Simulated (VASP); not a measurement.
Data:

```
CELL_PARAMETERS angstrom
     -1.57861     1.57861     1.57861
      1.57861    -1.57861     1.57861
      1.57861     1.57861    -1.57861
ATOMIC_POSITIONS crystal
  W  0.00000 0.00000 0.00000
```

Computed with PBEsol GGA, VASP's PBE PAW potentials (set 64) (plane waves; VASP). Run with PREC = Normal, EDIFF = 1E-5, 400 eV cut-off, 18×18×18 Γ-centred mesh, first-order Methfessel-Paxton smearing of 0.10 eV, potentials W_sv.

Unless said otherwise, spin-orbit coupling is left out, though it shifts the bands of the heavy elements here.

Problem. Predict the energy per atom (σ→0), band gap (on the k-mesh) with the smallest direct gap where there is one.

Solution. 
The band gap (on the k-mesh) is none (metal, semimetal or under 0.01 eV). The energy per atom (σ→0) is -13.800 eV/atom.

Only differences to runs with the same potentials and settings are physical.

The compound is W in the bcc structure. It was relaxed first.
